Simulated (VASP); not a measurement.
Output of a VASP run:

OSZICAR:
```
...
DAV:   1    -0.321143416465E+03    0.26802E-02   -0.13791E+00   820   0.223E+00    0.313E-01
RMM:   2    -0.321148212469E+03   -0.47960E-02   -0.39282E-02   936   0.451E-01    0.505E-01
RMM:   3    -0.321148135625E+03    0.76844E-04   -0.64999E-03   933   0.194E-01    0.506E-01
RMM:   4    -0.321146976304E+03    0.11593E-02   -0.18579E-03   856   0.982E-02    0.161E-01
RMM:   5    -0.321146874464E+03    0.10184E-03   -0.51906E-04   765   0.369E-02    0.752E-02
RMM:   6    -0.321146845225E+03    0.29239E-04   -0.13955E-04   740   0.216E-02    0.506E-02
RMM:   7    -0.321146836170E+03    0.90549E-05   -0.54915E-05   611   0.155E-02
   5 F= -.32114684E+03 E0= -.32110999E+03  d E =-.606688E-02
       N       E                     dE             d eps       ncg     rms          rms(c)
DAV:   1    -0.321146795119E+03    0.50106E-04   -0.50605E-02   868   0.428E-01    0.523E-02
RMM:   2    -0.321146958798E+03   -0.16368E-03   -0.14087E-03   941   0.868E-02    0.906E-02
RMM:   3    -0.321146954028E+03    0.47696E-05   -0.20951E-04   743   0.358E-02    0.846E-02
RMM:   4    -0.321146923734E+03    0.30294E-04   -0.53949E-05   521   0.198E-02    0.295E-02
RMM:   5    -0.321146919931E+03    0.38032E-05   -0.22226E-05   495   0.926E-03
   6 F= -.32114692E+03 E0= -.32111015E+03  d E =-.615065E-02
       N       E                     dE             d eps       ncg     rms          rms(c)
DAV:   1    -0.321147041438E+03   -0.11770E-03   -0.47958E-01   828   0.126E+00    0.126E-01
RMM:   2    -0.321147995376E+03   -0.95394E-03   -0.85673E-03   921   0.220E-01    0.199E-01
RMM:   3    -0.321148052165E+03   -0.56789E-04   -0.14876E-03   924   0.895E-02    0.207E-01
RMM:   4    -0.321147880016E+03    0.17215E-03   -0.42394E-04   695   0.438E-02    0.756E-02
RMM:   5    -0.321147855824E+03    0.24192E-04   -0.10724E-04   565   0.186E-02    0.388E-02
RMM:   6    -0.321147846393E+03    0.94306E-05   -0.43845E-05   574   0.123E-02
   7 F= -.32114785E+03 E0= -.32111100E+03  d E =-.926462E-03
       N       E                     dE             d eps       ncg     rms          rms(c)
DAV:   1    -0.321147340078E+03    0.51575E-03   -0.40199E-01   836   0.116E+00    0.118E-01
RMM:   2    -0.321148123408E+03   -0.78333E-03   -0.71159E-03   917   0.202E-01    0.176E-01
RMM:   3    -0.321148192216E+03   -0.68808E-04   -0.12361E-03   915   0.831E-02    0.193E-01
RMM:   4    -0.321148044311E+03    0.14791E-03   -0.36657E-04   673   0.413E-02    0.720E-02
RMM:   5    -0.321148026405E+03    0.17906E-04   -0.12283E-04   556   0.185E-02    0.355E-02
RMM:   6    -0.321148019528E+03    0.68762E-05   -0.34935E-05   538   0.112E-02
   8 F= -.32114802E+03 E0= -.32111114E+03  d E =-.109960E-02
       N       E                     dE             d eps       ncg     rms          rms(c)
DAV:   1    -0.321147409484E+03    0.61692E-03   -0.48424E-01   820   0.128E+00    0.118E-01
RMM:   2    -0.321148596944E+03   -0.11875E-02   -0.11808E-02   974   0.242E-01    0.143E-01
RMM:   3    -0.321148793906E+03   -0.19696E-03   -0.17475E-03   888   0.902E-02    0.218E-01
RMM:   4    -0.321148562065E+03    0.23184E-03   -0.36938E-04   695   0.425E-02    0.614E-02
RMM:   5    -0.321148550610E+03    0.11455E-04   -0.94370E-05   554   0.160E-02    0.386E-02
RMM:   6    -0.321148538273E+03    0.12337E-04   -0.38697E-05   562   0.120E-02    0.180E-02
RMM:   7    -0.321148537882E+03    0.39097E-06   -0.16334E-05   482   0.917E-03
   9 F= -.32114854E+03 E0= -.32111169E+03  d E =-.518354E-03
```

**OUTCAR**
```
------------------------ aborting loop because EDIFF is reached ----------------------------------------
  FORCE on cell =-STRESS in cart. coord.  units (eV):
  Direction    XX          YY          ZZ          XY          YZ          ZX
  --------------------------------------------------------------------------------------
  Total      -31.6554715    -31.1148882    -33.2794695      0.0417965      0.0007531      0.0327561
  in kB      -56.8570626    -55.8861094    -59.7739598      0.0750715      0.0013527      0.0588339
  external PRESSURE =     -57.5057106 kB  Pullay stress =       0.0000000 kB
  volume of cell :      892.02
      direct lattice vectors                 reciprocal lattice vectors
     4.932320690 -8.543031394  0.000000000     0.101372160 -0.058527234  0.000000000
     4.932320690  8.543031394  0.000000000     0.101372160  0.058527234  0.000000000
     0.000000000  0.000000000 10.584775396     0.000000000  0.000000000  0.094475316
  FREE ENERGIE OF THE ION-ELECTRON SYSTEM (eV)
  ---------------------------------------------------
  free  energy   TOTEN  =      -321.1485378819 eV

  energy  without entropy=     -321.0748493085  energy(sigma->0) =     -321.11169360

 reached required accuracy - stopping structural energy minimisation
```
(Selected blocks of OUTCAR.)

File POSCAR:
```
CuZn35O36
1
    4.9323206900    -8.5430313936     0.0000000000
    4.9323206900     8.5430313936     0.0000000000
    0.0000000000     0.0000000000    10.5847753959
Zn O Cu
35 36 1
Direct
  0.2222220000   0.1111110000   0.2500000000
  0.1111110000   0.2222220000   0.0000000000
  0.2222220000   0.1111110000   0.7500000000
  0.1111110000   0.2222220000   0.5000000000
  0.2222220000   0.4444440000   0.2500000000
  0.1111110000   0.5555560000   0.0000000000
  0.2222220000   0.4444440000   0.7500000000
  0.1111110000   0.5555560000   0.5000000000
  0.2222220000   0.7777780000   0.2500000000
  0.1111110000   0.8888890000   0.0000000000
  0.2222220000   0.7777780000   0.7500000000
  0.1111110000   0.8888890000   0.5000000000
  0.5555560000   0.1111110000   0.2500000000
  0.4444440000   0.2222220000   0.0000000000
  0.5555560000   0.1111110000   0.7500000000
  0.4444440000   0.2222220000   0.5000000000
  0.5555560000   0.4444440000   0.2500000000
  0.4444440000   0.5555560000   0.0000000000
  0.5555560000   0.4444440000   0.7500000000
  0.5555560000   0.7777780000   0.2500000000
  0.4444440000   0.8888890000   0.0000000000
  0.5555560000   0.7777780000   0.7500000000
  0.4444440000   0.8888890000   0.5000000000
  0.8888890000   0.1111110000   0.2500000000
  0.7777780000   0.2222220000   0.0000000000
  0.8888890000   0.1111110000   0.7500000000
  0.7777780000   0.2222220000   0.5000000000
  0.8888890000   0.4444440000   0.2500000000
  0.7777780000   0.5555560000   0.0000000000
  0.8888890000   0.4444440000   0.7500000000
  0.7777780000   0.5555560000   0.5000000000
  0.8888890000   0.7777780000   0.2500000000
  0.7777780000   0.8888890000   0.0000000000
  0.8888890000   0.7777780000   0.7500000000
  0.7777780000   0.8888890000   0.5000000000
  0.2222220000   0.1111110000   0.4410000000
  0.1111110000   0.2222220000   0.1910000000
  0.2222220000   0.1111110000   0.9410000000
  0.1111110000   0.2222220000   0.6910000000
  0.2230370000   0.4445880000   0.4365480000
  0.1111110000   0.5555560000   0.1910000000
  0.2222220000   0.4444440000   0.9410000000
  0.1111110000   0.5555560000   0.6910000000
  0.2222220000   0.7777780000   0.4410000000
  0.1111110000   0.8888890000   0.1910000000
  0.2222220000   0.7777780000   0.9410000000
  0.1111110000   0.8888890000   0.6910000000
  0.5555560000   0.1111110000   0.4410000000
  0.4444440000   0.2222220000   0.1910000000
  0.5555560000   0.1111110000   0.9410000000
  0.4444440000   0.2222220000   0.6910000000
  0.5520270000   0.4441260000   0.4382520000
  0.4444440000   0.5555560000   0.1910000000
  0.5555560000   0.4444440000   0.9410000000
  0.4470010000   0.5578400000   0.6929260000
  0.5553270000   0.7725700000   0.4416310000
  0.4444440000   0.8888890000   0.1910000000
  0.5555560000   0.7777780000   0.9410000000
  0.4444440000   0.8888890000   0.6910000000
  0.8888890000   0.1111110000   0.4410000000
  0.7777780000   0.2222220000   0.1910000000
  0.8888890000   0.1111110000   0.9410000000
  0.7777780000   0.2222220000   0.6910000000
  0.8888890000   0.4444440000   0.4410000000
  0.7777780000   0.5555560000   0.1910000000
  0.8888890000   0.4444440000   0.9410000000
  0.7777780000   0.5555560000   0.6910000000
  0.8888890000   0.7777780000   0.4410000000
  0.7777780000   0.8888890000   0.1910000000
  0.8888890000   0.7777780000   0.9410000000
  0.7777780000   0.8888890000   0.6910000000
  0.4398020000   0.5552580000   0.4992950000
```

**Question.** Write an INCAR and KPOINTS that could have produced this output.

**Answer.** This is not unique; one that fits is the input of the run itself, PBE GGA, plane waves, VASP's PBE PAW potentials (set 64).

File KPOINTS:
```
Automatic
0
G
 1 1 1
```

### INCAR
```
ALGO = Fast
EDIFF = 1E-5
EDIFFG = -0.03
ENCUT = 400
GGA = PE
IBRION = 2
ISIF = 2
ISMEAR = 0
ISYM = 0
LASPH = T
LCHARG = F
LMAXMIX = 4
LREAL = Auto
LWAVE = F
NELECT = 646.0
NELM = 100
NELMIN = 4
NSW = 60
PREC = Normal
SIGMA = 0.05
SYSTEM = CuZn35O36
```

POTCAR, in this order: Zn O Cu (PBE.64 set). Program: vasp_gam.

At this cut-off the stress carries a Pulay error, which pulls relaxed volumes low. The cell is charged, with a uniform compensating background. The supercell is sampled at Γ alone, which is coarse: total energies, pressure and levels can be off, energies of defects by several tenths of an eV.

The cell is a supercell with a defect, built from ZnO (wurtzite): Cu_Zn, charge +1. The run is not spin-polarised, so no state with unpaired spins was tried.
